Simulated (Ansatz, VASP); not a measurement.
**SiO2 (Quartz high): VASP beside Ansatz**

Aim: how closely do two programs agree when they are given the same cell, functional and k mesh? The cell is taken from a series of runs on this material, whose earlier steps may have relaxed, scaled, displaced or heated it; both programs get it as it stands.

Calculated with Ansatz 0.2.0; plane waves, with VASP 6.6.1 beside it; LDA.

### Step 1. Set-up

It takes space group P6_222 (No. 180, hexagonal). Conventional cell: a = 5.013 Å, b = 5.013 Å, c = 5.470 Å, α = 90.00°, β = 90.00°, γ = 120.00°. Nearest to Si lie 4 O at 1.62 Å. O has 2 Si at 1.62 Å nearest. Farther neighbours and most contacts between anions are not listed.

### Step 2. VASP: single point, LDA, pair 1

With cell and atoms fixed, the geometry can't cause a difference; cores, projectors, grids and the points listed under the comparison can.

Lines of VASP's logs that name or quote its potential files are left out, and so is its time.

INCAR reads:

```
SYSTEM = SiO2
PREC = Accurate
ENCUT = 520
EDIFF = 1E-06
NELM = 120
ISMEAR = 0
SIGMA = 0.01
LREAL = .FALSE.
ALGO = Normal
GGA = PW92
NBANDS = 33
LORBIT = 11
LWAVE = .FALSE.
LCHARG = .FALSE.
ISIF = 2
LASPH = .TRUE.
GGA_COMPAT = .FALSE.
EFERMI = MIDGAP
KPAR = 2
```

POSCAR reads:

```
SiO2
1.0
    5.0130000000      0.0000000000      0.0000000000
   -2.5065000000      4.3413853492      0.0000000000
    0.0000000000      0.0000000000      5.4700000000
Si O
3 6
Direct
    0.5000000000      0.5000000000      0.3333333333
    0.0000000000      0.5000000000      0.6666666667
    0.5000000000      0.0000000000      1.0000000000
    0.1970000000      0.8030000000      0.8333333333
    0.3940000000      0.1970000000      0.1666666667
    0.1970000000      0.3940000000      0.5000000000
    0.8030000000      0.1970000000      0.8333333333
    0.6060000000      0.8030000000      0.1666666667
    0.8030000000      0.6060000000      0.5000000000
```

KPOINTS reads:

```
Automatic mesh
0
Gamma
6 6 4
0 0 0
```

The projector-augmented-wave data sets are Si and O (LDA family, release 64).

On the command line:

```sh
> mpirun -np 2 vasp_std
```

Numbers of over 12 decimals in the logs are rounded to 6 here.

The log of the run:

```text
[banner, memory and clock lines left out]
running    2 mpi-ranks, on    1 nodes
 distrk:  each k-point on    1 cores,    2 groups
 distr:  one band on    1 cores,    1 groups

 POSCAR found type information on POSCAR SiO
 POSCAR found :  2 types and       9 ions
|                                                                             |
|               ----> ADVICE to this user running VASP <----                  |
|                                                                             |
|     You enforced a specific xc type in the INCAR file but a different       |
|     [... a line on the potential file left out ...]
|     I HOPE YOU KNOW WHAT YOU ARE DOING!                                     |
|                                                                             |

 LDA part: xc-table for (Slater(with rela. corr.)+PW92), standard interpolation
 POSCAR, INCAR and KPOINTS ok, starting setup
 FFT: planning ... GRIDC
 FFT: planning ... GRID_SOFT
 FFT: planning ... GRID
 WAVECAR not read
 entering main loop
       N       E                     dE             d eps       ncg     rms          rms(c)
DAV:   1     0.274740179142E+03    0.27474E+03   -0.25019E+04  1386   0.134E+03
DAV:   2    -0.679500405164E+02   -0.34269E+03   -0.33128E+03  1787   0.305E+02
DAV:   3    -0.876136856345E+02   -0.19664E+02   -0.19576E+02  1763   0.780E+01
DAV:   4    -0.878325345545E+02   -0.21885E+00   -0.21867E+00  1708   0.932E+00
DAV:   5    -0.878359322777E+02   -0.33977E-02   -0.33959E-02  1747   0.113E+00    0.257E+01
DAV:   6    -0.779236598688E+02    0.99123E+01   -0.37651E+01  1584   0.327E+01    0.130E+01
DAV:   7    -0.777682184161E+02    0.15544E+00   -0.10081E+00  1705   0.510E+00    0.451E+00
DAV:   8    -0.776726811349E+02    0.95537E-01   -0.53622E-02  1674   0.161E+00    0.176E+00
DAV:   9    -0.776550739068E+02    0.17607E-01   -0.21191E-02  1739   0.105E+00    0.271E-01
DAV:  10    -0.776556982259E+02   -0.62432E-03   -0.24831E-03  1675   0.263E-01    0.105E-01
DAV:  11    -0.776556100653E+02    0.88161E-04   -0.85911E-04  1699   0.170E-01    0.179E-02
DAV:  12    -0.776556087949E+02    0.12704E-05   -0.20230E-05  1716   0.267E-02    0.915E-03
DAV:  13    -0.776556088339E+02   -0.39005E-07   -0.10693E-05  1740   0.177E-02    0.402E-03
DAV:  14    -0.776556086927E+02    0.14124E-06   -0.11483E-06  1108   0.616E-03
   1 F= -.77655609E+02 E0= -.77655609E+02  d E =0.000000E+00
```

Parts of OUTCAR (step 2):

```text
ion  position               nearest neighbor table
   1  0.500  0.500  0.333-   5 1.62   8 1.62   6 1.62   9 1.62   3 3.10   3 3.10   2 3.10   2 3.10

  LATTYP: Found a hexagonal cell.
 ALAT       =     5.0130000000
 C/A-ratio  =     1.0911629763

 Subroutine GETGRP returns: Found 12 space group operations
 (whereof  4 operations were pure point group operations)

The static configuration has the point symmetry D_2 .
 The point group associated with its full space group is D_6 .

 Found     21 irreducible k-points:

   k-points           NKPTS =     21   k-points in BZ     NKDIM =     21   number of bands    NBANDS=     33

   dimension x,y,z NGX =    40 NGY =   40 NGZ =   42
   dimension x,y,z NGXF=    80 NGYF=   80 NGZF=   84

   ENCUT  =  520.0 eV  38.22 Ry    6.18 a.u.   9.32  9.32 10.17*2*pi/ulx,y,z

   NELECT =      48.0000    total number of electrons

 k-points in reciprocal lattice and weights: Automatic mesh
   0.00000000  0.00000000  0.00000000       0.007
   0.16666667  0.00000000  0.00000000       0.042
   0.33333333  0.00000000  0.00000000       0.042
   0.50000000  0.00000000  0.00000000       0.021
   0.16666667  0.16666667  0.00000000       0.042
   0.33333333  0.16666667  0.00000000       0.083
   0.33333333  0.33333333  0.00000000       0.014
   0.00000000  0.00000000  0.25000000       0.014
   0.16666667  0.00000000  0.25000000       0.083
[...]
0.33333333  0.16666667  0.50000000       0.083
   0.33333333  0.33333333  0.50000000       0.014

 average (electrostatic) potential at core
       1 -88.5713       2 -88.5713       3 -88.5713       4 -73.9255       5 -73.9255
       6 -73.9255       7 -73.9255       8 -73.9255       9 -73.9255

 E-fermi :   3.1718

 k-point     1 :       0.0000    0.0000    0.0000
  band No.  band energies     occupation
    ...
     20      -0.6455      2.00000
     21      -0.6455      2.00000
     22       0.0063      2.00000
     23       0.0063      2.00000
     24       0.3913      2.00000
     25       5.8368      0.00000
     26       9.1142      0.00000
     27       9.1142      0.00000
     28       9.8708      0.00000
     29       9.8708      0.00000
    ...

 k-point     2 :       0.1667    0.0000    0.0000
  band No.  band energies     occupation
    ...
     20      -0.6987      2.00000
     21      -0.6626      2.00000
     22       0.0836      2.00000
     23       0.1128      2.00000
     24       0.2456      2.00000
     25       6.2320      0.00000
     26       9.1383      0.00000
     27       9.3152      0.00000
     28       9.6884      0.00000
     29       9.9209      0.00000
    ...

 k-point     3 :       0.3333    0.0000    0.0000
  band No.  band energies     occupation
    ...
     20      -0.7401      2.00000
     21      -0.5379      2.00000
     22      -0.2882      2.00000
     23       0.1502      2.00000
     24       0.4073      2.00000
     25       7.1549      0.00000
     26       9.0404      0.00000
     27       9.5450      0.00000
     28       9.8149      0.00000
     29       9.8938      0.00000
    ...

  Total       -2.1146403     -2.1146403     -0.0309972      0.0000000      0.0000000      0.0000000
  in kB      -28.4599230    -28.4599230     -0.4171766      0.0000000      0.0000000      0.0000000
  external PRESSURE =     -19.1123408 kB  Pullay stress =       0.0000000 kB

  energy-cutoff  :      520.00
  volume of cell :      119.05
      direct lattice vectors                 reciprocal lattice vectors
     5.013000000  0.000000000  0.000000000     0.199481348  0.115170610  0.000000000
    -2.506500000  4.341385349  0.000000000     0.000000000  0.230341221  0.000000000
     0.000000000  0.000000000  5.470000000     0.000000000  0.000000000  0.182815356

 POSITION                                       TOTAL-FORCE (eV/Angst)
 -----------------------------------------------------------------------------------
      1.25325      2.17069      1.82333        -0.000000     -0.000000      0.000000
     -1.25325      2.17069      3.64667        -0.000000     -0.000000     -0.000000
      2.50650      0.00000      0.00000        -0.000000     -0.000000     -0.000000
     -1.02516      3.48613      4.55833         0.787643     -0.454746      0.000000
      1.48134      0.85525      0.91167         0.787643      0.454746      0.000000
      0.00000      1.71051      2.73500        -0.000000      0.909492     -0.000000
      3.53166      0.85525      4.55833        -0.787643      0.454746      0.000000
      1.02516      3.48613      0.91167        -0.787643     -0.454746      0.000000
      2.50650      2.63088      2.73500        -0.000000     -0.909492     -0.000000
 -----------------------------------------------------------------------------------
    total drift:                               -0.000000      0.000000      0.000001

  FREE ENERGIE OF THE ION-ELECTRON SYSTEM (eV)
  ---------------------------------------------------
  free  energy   TOTEN  =       -77.6556086927 eV

  energy  without entropy=      -77.6556086927  energy(sigma->0) =      -77.65560869

 total charge
# of ion       s       p       d       tot
------------------------------------------
    1        0.651   1.016   0.000   1.667
    2        0.651   1.016   0.000   1.667
    3        0.651   1.016   0.000   1.667
    4        1.542   3.673   0.000   5.215
    5        1.542   3.673   0.000   5.215
    6        1.542   3.673   0.000   5.215
    7        1.542   3.673   0.000   5.215
    8        1.542   3.673   0.000   5.215
    9        1.542   3.673   0.000   5.215
--------------------------------------------------
tot         11.207  25.086   0.000  36.293

[... 3 further parts left out ...]
```

The run ends at a pressure of -1.91 GPa, with forces up to 0.91 eV/Å.

(Part 1 of 2 ends here.)

[Lines on the potential files, build, host, timing and source positions are cut from VASP's logs without a mark.]

[Logs are printed without paths, hosts, clocks, repeated set-up lines and the standing remarks that a program may print on its own settings, such as how far it seeks lower states.]

[Hosts, paths, dates, database ids (printed as entryN), source tags and the programs' standing remarks are cut or masked in the printed files.]
